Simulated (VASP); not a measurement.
Be3Te2O:

```xyz
6
Lattice="4.4983 0.0000 0.0000 -2.2491 3.8956 0.0000 0.0000 0.0000 6.9082" Properties=species:S:1:pos:R:3 pbc="T T T"
Be    0.0000    2.5971    5.4964
Be    0.0000    2.5971    1.4118
Be    0.0000    2.5971    3.4541
Te    2.2491    1.2985    1.6860
Te    2.2491    1.2985    5.2222
O     0.0000    0.0000    3.4541
```

The cell was built by a generator and needn't be a form met in nature.

```yaml
Program: VASP 6.6.1
Task: relaxation of cell and atoms
Functional: PBE
Potentials_or_basis: VASP PAW PBE potentials, release 64 (Be, Te, O)
Cutoff: 520 eV
k_mesh: 4 × 4 × 2
Occupations: gaussian, width 0.15 eV
Spin: no spin polarisation
```

At the start: pressure -9.0 GPa; volume 20.18 Å³/atom.

Question: How do energy, volume and symmetry change on relaxing?

Answer: Over 18 steps the energy falls by 690.6 meV/atom and the volume is 15.58 Å³/atom (-22.8 %); space group P-6m2 (No. 187, to 0.05 Å).

Step by step:
| step | energy change (eV) | largest force (eV/Å) | pressure (GPa) | volume (Å³) |
| --- | --- | --- | --- | --- |
| 1 | 0.0000 | 1.3747 | -8.95 | 121.06 |
| 2 | -1.5126 | 1.3548 | -3.13 | 102.10 |
| 3 | -1.8285 | 1.4222 | 4.18 | 92.56 |
| 4 | -2.2962 | 0.8578 | 3.44 | 94.75 |
| 5 | -2.9851 | 0.5018 | 2.45 | 98.76 |
| 6 | -3.2518 | 1.4631 | -4.47 | 103.48 |
| 7 | -3.6575 | 0.3938 | -3.53 | 100.63 |
| 8 | -2.1376 | 1.4492 | 10.48 | 88.06 |
| 9 | -3.9436 | 0.7575 | -1.95 | 98.34 |
| 10 | -3.7878 | 0.5221 | 2.06 | 93.85 |
| 11 | -4.0100 | 0.6996 | -1.59 | 97.06 |
| 12 | -4.0132 | 0.6812 | -1.31 | 96.73 |
| 13 | -4.0608 | 0.5908 | -0.24 | 95.10 |
| 14 | -4.0903 | 0.3989 | 2.47 | 92.02 |
| 15 | -4.1159 | 0.1983 | 1.72 | 92.31 |
| 16 | -4.1327 | 0.2043 | 0.45 | 92.82 |
| 17 | -4.1413 | 0.0912 | 0.19 | 93.15 |
| 18 | -4.1439 | 0.0077 | -0.03 | 93.45 |

Final structure:
```
Be Te O
1.0
     3.14674    0.00000    0.00000
    -1.57337    2.72516    0.00000
     0.00000    0.00000   10.89771
Be Te O
3 2 1
Direct
  0.33333 0.66667 0.90914
  0.33333 0.66667 0.09086
  0.33333 0.66667 0.50000
  0.66667 0.33333 0.24398
  0.66667 0.33333 0.75602
  0.00000 0.00000 0.50000
```

Caveat: the k mesh is coarse (spacing up to 0.45 Å⁻¹), so the values aren't converged; the volume moved by over 15 % at a fixed basis, so the end points are rough.
